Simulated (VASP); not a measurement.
Input:

```xyz
6
Lattice="3.1838 0.0000 0.0000 -1.5919 2.7573 0.0000 0.0000 0.0000 13.8336" Properties=species:S:1:pos:R:3 pbc="T T T"
Mo     1.5919     0.9191    10.3752
Mo     0.0000     1.8382     3.4584
S      1.5919     0.9191     5.2429
S      0.0000     1.8382    12.1597
S      0.0000     1.8382     8.5907
S      1.5919     0.9191     1.6739
```

All values below come from PBE GGA, VASP's PBE PAW potentials (set 64) (plane waves; VASP). Run with PREC = Normal, EDIFF = 1E-5, 400 eV cut-off, 11×11×3 Γ-centred mesh, Gaussian smearing of 0.050 eV, potentials Mo_sv S.

Without a dispersion term in the relaxation, distances and binding between the weakly bound layers, chains or molecules are unreliable, and so is what depends on them.

Problem. The ions are relaxed. Which structure does the run end with?

Solution. 
```xyz
6
Lattice="3.1838 0.0000 0.0000 -1.5919 2.7573 0.0000 0.0000 0.0000 13.8336" Properties=species:S:1:pos:R:3 pbc="T T T"
Mo     1.5919     0.9191    10.3752
Mo     0.0000     1.8382     3.4584
S      1.5919     0.9191     5.0199
S      0.0000     1.8382    11.9367
S      0.0000     1.8382     8.8137
S      1.5919     0.9191     1.8969
```
Space group P6_3/mmc (194), at a tolerance of 0.03 Å.

Problem. How much energy does the relaxation gain?

Solution. The energy (σ→0) changes by -251.6 meV/atom, in 3 ionic steps.

The compound is MoS2 in the 2H layered structure. This run relaxes the ions in a fixed cell. Symmetry was kept, so distortions that lower it aren't found.
